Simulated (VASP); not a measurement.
## La: energy against strain

La (dhcp, P6_3/mmc, 37.208 Å³/atom and stress up to 0.10 GPa in the relaxed cell, c along z) under a strain ε along c (axis z), the other axes held. PBE in VASP (plane waves, PAW), 480 eV, 18×18×4 Γ-centred mesh, Methfessel-Paxton smearing 0.10 eV; ions are relaxed, or left where forces stay under 0.02 eV/Å, within the symmetry of each cell.

Here s stands for strain and y for E less E0.

| strain (%) | E less E0 (meV/atom) |
|---|---|
| -1.50 | 2.00 |
| -1.00 | 1.02 |
| -0.50 | 0.34 |
| 0.00 | 0.00 |
| 0.50 | -0.02 |
| 1.00 | 0.28 |
| 1.50 | 0.88 |
| 3.00 | ? |

Task: Fit y against s with a parabola, and predict the withheld value at s = 3.00.

Result: Least squares gives y = 0.003 - 0.3714·s + 0.6400·s². Residuals (row less fit): 0.000, 0.006, -0.009, -0.003, 0.003, 0.008, -0.006; standard error 0.008 (degrees of freedom: 4). Twice the quadratic coefficient over the volume, 2 × 0.6400 meV × 10⁴ × 0.1602 / 37.208 Å³, is the elastic constant C33 = about 55 GPa. At the withheld row, y = 0.003 - 0.3714 × 3.0 + 0.6400 × 3.0² = 4.649 meV/atom. The calculation gives 4.51 meV/atom, 0.139 meV/atom below the prediction (3.1 % of the range of y in the table). The row lies outside the fitted rows, so this is an extrapolation. From the scatter of the fitted rows alone, a prediction at this place has a standard error of 0.029 meV/atom, so the miss is 4.8 times that.

A polynomial of degree 3 through the 12 other runs of the series gives 4.51 there, so most of the miss is curvature that the fit leaves out. In a metal these values are sensitive to mesh and smearing; energies are taken to zero smearing, stresses follow the free energy. Rows are the converged runs of the series near zero and its far end, less any whose ions stayed unrelaxed beside relaxed ones; series whose fitted rows scatter by over a few per cent of the range, as at a crossing or softening among them, aren't shown in this form. Most that stay on the fit to the last digits aren't either.
